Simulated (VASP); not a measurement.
NbAl2N3:

```
Al Nb N
1.0
     3.59007    0.00000    0.00000
    -1.79504    3.10909    0.00000
     0.00000    0.00000    6.70950
Al Nb N
2 1 3
Direct
  0.66667 0.33333 0.24807
  0.66667 0.33333 0.75193
  0.00000 0.00000 0.00000
  0.00000 0.00000 0.50000
  0.33333 0.66667 0.00000
  0.33333 0.66667 0.50000
```

The cell was built by a generator and needn't be a form met in nature.

| Item | Value |
| --- | --- |
| Program | VASP 6.6.1 |
| Task | relaxation of cell and atoms |
| Functional | PBE |
| Potentials or basis | VASP PAW PBE potentials, release 64 (Al, Nb_sv, N) |
| Cutoff | 520 eV |
| k mesh | 5 × 5 × 2 |
| Occupations | gaussian, width 0.15 eV |
| Spin | no spin polarisation |

At the start: pressure -0.8 GPa; volume 12.48 Å³/atom.

Task: How do energy, volume and symmetry change on relaxing?

Result: Over 13 steps the energy falls by 474.6 meV/atom and the volume is 12.45 Å³/atom (-0.3 %); space group P-6m2 (No. 187, to 0.05 Å).

The path:
```csv
step,energy change (eV),largest force (eV/Å),pressure (GPa),volume (Å³)
1,0.0000,4.0203,-0.80,74.89
2,-1.4517,3.0439,-3.61,74.21
3,-2.6634,0.6311,-1.89,73.20
4,-2.6839,0.9508,0.49,72.84
5,-2.7116,0.1244,-0.90,73.01
6,-2.8073,0.1616,4.76,71.89
7,-2.8130,0.1239,3.74,72.08
8,-2.8402,0.2548,-0.98,75.43
9,-2.8442,0.2099,-0.17,74.50
10,-2.8439,0.1963,0.41,74.25
11,-2.8442,0.1687,0.57,74.32
12,-2.8443,0.2236,0.38,74.41
13,-2.8476,0.0452,-0.28,74.69
```

Final structure:
```xyz
6
Lattice="3.4445 0.0000 0.0000 -1.7222 2.9830 0.0000 0.0000 0.0000 7.2689" Properties=species:S:1:pos:R:3 pbc="T T T"
Al    1.7222    0.9943    2.4044
Al    1.7222    0.9943    4.8646
Nb    0.0000    0.0000    0.0000
N     0.0000    0.0000    3.6345
N     0.0000    1.9887    0.0000
N     0.0000    1.9887    3.6345
```

Caveat: the k mesh is coarse (spacing up to 0.47 Å⁻¹), so the values aren't converged.
